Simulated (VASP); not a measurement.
A run of VASP 6.6.1 is set up as follows.

File INCAR:

```
PREC = Accurate
ENCUT = 600
EDIFF = 1E-7
ISMEAR = 0
SIGMA = 0.03
LREAL = F
LASPH = T
NELM = 80
ALGO = Normal
ISIF = 3
LWAVE = F
LCHARG = F
GGA = PS
IBRION = 2
NSW = 90
EDIFFG = -0.005
KPAR = 4
```

The input KPOINTS:

```
regular mesh
0
Gamma
  6 6 6
```

POSCAR

```
Si3N4                                   
1.0
    0.0000000000      3.8722300466      3.8722300466
    3.8722300466     -0.0000000000      3.8722300466
    3.8722300466      3.8722300466     -0.0000000000
  Si              N             
     6     8
Direct
     0.1250000000000000    0.1250000000000000    0.6250000000000000
     0.1250000000000000    0.6250000000000000    0.1250000000000000
     0.6250000000000000    0.1250000000000000    0.1250000000000000
     0.1250000000000000    0.1250000000000000    0.1250000000000000
     0.7500000000000000    0.7500000000000000    0.7500000000000000
     0.5000000000000000    0.5000000000000000    0.5000000000000000
     0.3675589953097456    0.3675589953097456    0.3675589953097456
     0.3526769859292437    0.8824410046902543    0.8824410046902543
     0.8824410046902543    0.8824410046902543    0.3526769859292437
     0.8824410046902543    0.3526769859292437    0.8824410046902543
     0.3675589953097456    0.3675589953097456    0.8973230140707562
     0.3675589953097456    0.8973230140707562    0.3675589953097456
     0.8824410046902543    0.8824410046902543    0.8824410046902543
     0.8973230140707562    0.3675589953097456    0.3675589953097456
```

Potentials or basis: VASP PAW PBE potentials, release 64 (Si, N).

Command:

```bash
$ cat potpaw_PBE.64/Si/POTCAR potpaw_PBE.64/N/POTCAR > POTCAR
$ mpirun -np 4 vasp_std > vasp.out
```

**Question.** What does it give for the band gap on the k mesh?

**Answer.** 3.28 eV, indirect (least direct gap 3.32 eV).

Final structure:
```
Si N
1.0
     0.00000    3.87223    3.87223
     3.87223    0.00000    3.87223
     3.87223    3.87223    0.00000
Si N
6 8
Direct
  0.12500 0.12500 0.62500
  0.12500 0.62500 0.12500
  0.62500 0.12500 0.12500
  0.12500 0.12500 0.12500
  0.75000 0.75000 0.75000
  0.50000 0.50000 0.50000
  0.36756 0.36756 0.36756
  0.35268 0.88244 0.88244
  0.88244 0.88244 0.35268
  0.88244 0.35268 0.88244
  0.36756 0.36756 0.89732
  0.36756 0.89732 0.36756
  0.88244 0.88244 0.88244
  0.89732 0.36756 0.36756
```

Caveat: the relaxation stopped at its first step, so nothing moved. A hybrid or GW would open this gap; PBEsol tends to underestimate it.
